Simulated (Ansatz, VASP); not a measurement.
One calculation of BiB, two programs

The input INCAR:

```
ALGO = Normal
EDIFF = 1E-6
ENCUT = 520
GGA = PE
ISIF = 2
ISMEAR = 0
LASPH = True
LCHARG = False
LREAL = False
LWAVE = False
NBANDS = 16
NELM = 100
PREC = Accurate
SIGMA = 0.01
```

KPOINTS

```
k-points
0
Gamma
  5 5 5
```

File POSCAR:

```
BiB
1.0
    0.0000000000      2.7448744688      2.7448744688
    2.7448744688      0.0000000000      2.7448744688
    2.7448744688      2.7448744688      0.0000000000
B Bi
1 1
Direct
    0.0000000000      0.0000000000      0.0000000000
    0.2500000000      0.2500000000      0.2500000000
```

Input for Ansatz:

```yaml
crystal:
  lattice:
    - [0.0, 2.7448744688, 2.7448744688]
    - [2.7448744688, 0.0, 2.7448744688]
    - [2.7448744688, 2.7448744688, 0.0]
  atoms:
    - { symbol: B, position: [0.0, 0.0, 0.0] }
    - { symbol: Bi, position: [0.25, 0.25, 0.25] }
kpoints:
  mp_grid: { grid: [5, 5, 5] }
hamiltonian:
  xc: pbe
scf:
  occupations: { method: fixed }
  n_extra_bands: 4
output:
  forces: true
  stress: true
  eigenvalues: true
```

Alike in both runs: task single point; functional PBE; k mesh 5 × 5 × 5; no spin polarisation.

|  | VASP | Ansatz |
| --- | --- | --- |
| version | VASP 6.6.1 | Ansatz 0.2.0 |
| potentials or method | VASP PAW PBE potentials, release 64 (B, Bi_d) | plane waves |
| plane-wave cutoff (eV) | 520 | 420 |
| occupations | gaussian, width 0.01 eV | fixed |
| valence electrons in the cell | 18 | 18 |

VASP gave:

- gap on the k mesh at the Fermi level (eV): 0.28
- pressure (GPa): 1.0

**Question.** Estimate Ansatz's values.

**Answer.** gap on the k mesh at the Fermi level (eV): 0.29; pressure (GPa): 1.1.

Caveats: spin-orbit coupling is left out, which as a rule narrows the gap of such compounds by several tenths of an eV; an odd mesh through Γ misses points on the zone boundary, where band edges often lie. A hybrid or GW would open this gap; PBE tends to underestimate it.
